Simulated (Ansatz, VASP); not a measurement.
Na3TeBr in VASP and in Ansatz

```
CELL_PARAMETERS angstrom
5.59170 0.00000 0.00000
0.00000 5.59170 0.00000
0.00000 0.00000 5.59170
ATOMIC_POSITIONS crystal
Br 0.00000 0.00000 0.00000
Te 0.50000 0.50000 0.50000
Na 0.50000 0.50000 0.00000
Na 0.50000 0.00000 0.50000
Na 0.00000 0.50000 0.50000
```

Alike in both runs: task single point; functional LDA; k mesh 6 × 6 × 6; occupations gaussian, width 0.02 eV; no spin polarisation.

```csv
,VASP,Ansatz
version,VASP 6.6.1,Ansatz 0.2.0
potentials or method,"VASP PAW LDA potentials, release 64 (Br, Te, Na_pv)","scalar-relativistic, plane waves, PAW"
plane-wave cutoff (eV),520,420
valence electrons in the cell,34,50
```

Ansatz gave:

| Item | Value |
| --- | --- |
| gap on the k mesh at the Fermi level (eV) | 2.31 |
| least direct gap on the mesh (eV) | 2.31 |
| pressure (GPa) | 0.4 |

Question: Which values does VASP return?

Answer: gap on the k mesh at the Fermi level (eV): 2.31; least direct gap on the mesh (eV): 2.31; pressure (GPa): 0.5.

The two sets of potentials don't hold the same shells in valence.

Caveats: spin-orbit coupling is left out, which moves the levels of the heavy elements. A k mesh can miss the band edges. A hybrid or GW would open this gap; LDA tends to underestimate it.
